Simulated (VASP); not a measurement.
Computed with PBE GGA, VASP's PBE PAW potentials (set 64) (plane waves; VASP).

The input files of a VASP run:

**INCAR**
```
SYSTEM = AlN
PREC = Accurate
ENCUT = 520
EDIFF = 1E-6
NELM = 100
ALGO = Normal
LREAL = .FALSE.
LASPH = .TRUE.
ISMEAR = 0
SIGMA = 0.05
GGA = PE
LWAVE = .FALSE.
LCHARG = .TRUE.
```

File KPOINTS:
```
K-points
0
gamma
7 7 4
0 0 0
```

POSCAR:
```
AlN
3.1301810
  0.5000000230  -0.8660254417   0.0000000000
  0.5000000230   0.8660254417   0.0000000000
  0.0000000000   0.0000000000   1.6010991870
Al N
2 2
Cartesian
  0.5000000230  -0.2886757246   0.8006284022
  0.5000000230   0.2886757246   0.0000788087
  0.5000000230  -0.2886757246   1.4120906743
  0.5000000230   0.2886757246   0.6115410808
```

POTCAR, in this order: Al N (PBE.64 set). Program: vasp_std.

Output

OUTCAR:
```
 ion  position               nearest neighbor table
   1  0.667  0.333  0.500-   4 1.90   4 1.90   4 1.90   3 1.91   2 3.09   2 3.09   2 3.09   2 3.09
                             2 3.09   2 3.09
   2  0.333  0.667  0.000-   3 1.90   3 1.90   3 1.90   4 1.91   1 3.09   1 3.09   1 3.09   1 3.09
                             1 3.09   1 3.09
   3  0.667  0.333  0.882-   2 1.90   2 1.90   2 1.90   1 1.91
   4  0.333  0.667  0.382-   1 1.90   1 1.90   1 1.90   2 1.91
  LATTYP: Found a hexagonal cell.
 ALAT       =     3.1301811388
 C/A-ratio  =     1.6010991160
 Subroutine PRICEL returns:
 Original cell was already a primitive cell.
 Subroutine GETGRP returns: Found 12 space group operations
The static configuration has the point symmetry C_3v.
 The point group associated with its full space group is C_6v.
The dynamic configuration has the point symmetry C_3v.
 Subroutine INISYM returns: Found 12 space group operations
 Subroutine IBZKPT returns following result:
 Found     24 irreducible k-points:

 Following reciprocal coordinates:
            Coordinates               Weight
  0.000000  0.000000  0.000000      1.000000
  0.142857  0.000000  0.000000      6.000000
  0.285714  0.000000  0.000000      6.000000
...
```

### OSZICAR
```
       N       E                     dE             d eps       ncg     rms          rms(c)
DAV:   1     0.511728758028E+02    0.51173E+02   -0.76329E+03   576   0.120E+03
DAV:   2    -0.306819282156E+02   -0.81855E+02   -0.75044E+02   884   0.220E+02
DAV:   3    -0.344299388148E+02   -0.37480E+01   -0.37318E+01   756   0.510E+01
DAV:   4    -0.344605622179E+02   -0.30623E-01   -0.30618E-01   648   0.542E+00
DAV:   5    -0.344610146409E+02   -0.45242E-03   -0.45241E-03   748   0.677E-01    0.121E+01
DAV:   6    -0.297746497921E+02    0.46864E+01   -0.17020E+01   692   0.314E+01    0.422E+00
DAV:   7    -0.297911706665E+02   -0.16521E-01   -0.61849E-01   636   0.628E+00    0.287E+00
DAV:   8    -0.297842861402E+02    0.68845E-02   -0.76352E-02   636   0.293E+00    0.483E-01
DAV:   9    -0.297796615121E+02    0.46246E-02   -0.19801E-02   720   0.105E+00    0.242E-01
DAV:  10    -0.297802268863E+02   -0.56537E-03   -0.23005E-03   668   0.367E-01    0.129E-01
DAV:  11    -0.297801574604E+02    0.69426E-04   -0.20851E-04   676   0.116E-01    0.326E-02
DAV:  12    -0.297801593993E+02   -0.19389E-05   -0.84050E-06   628   0.298E-02    0.913E-03
DAV:  13    -0.297801591086E+02    0.29066E-06   -0.58786E-06   700   0.180E-02
   1 F= -.29780159E+02 E0= -.29780159E+02  d E =-.107335E-15
```

OUTCAR:
```
------------------------ aborting loop because EDIFF is reached ----------------------------------------
  FORCE on cell =-STRESS in cart. coord.  units (eV):
  Direction    XX          YY          ZZ          XY          YZ          ZX
  --------------------------------------------------------------------------------------
  Total       -0.0309977     -0.0309977      0.0455367      0.0000000     -0.0000000      0.0000000
  in kB       -1.1678394     -1.1678394      1.7155951      0.0000000     -0.0000000      0.0000000
  external PRESSURE =      -0.2066945 kB  Pullay stress =       0.0000000 kB
  volume of cell :       42.53
      direct lattice vectors                 reciprocal lattice vectors
     1.565090572 -2.710816383  0.000000000     0.319470329 -0.184446281  0.000000000
     1.565090572  2.710816383  0.000000000     0.319470329  0.184446281  0.000000000
     0.000000000  0.000000000  5.011730254     0.000000000  0.000000000  0.199531888
  FREE ENERGIE OF THE ION-ELECTRON SYSTEM (eV)
  ---------------------------------------------------
  free  energy   TOTEN  =       -29.7801591086 eV

  energy  without entropy=      -29.7801591086  energy(sigma->0) =      -29.78015911
```
(Selected blocks of OUTCAR.)

The compound is AlN in the wurtzite structure. It was relaxed first.
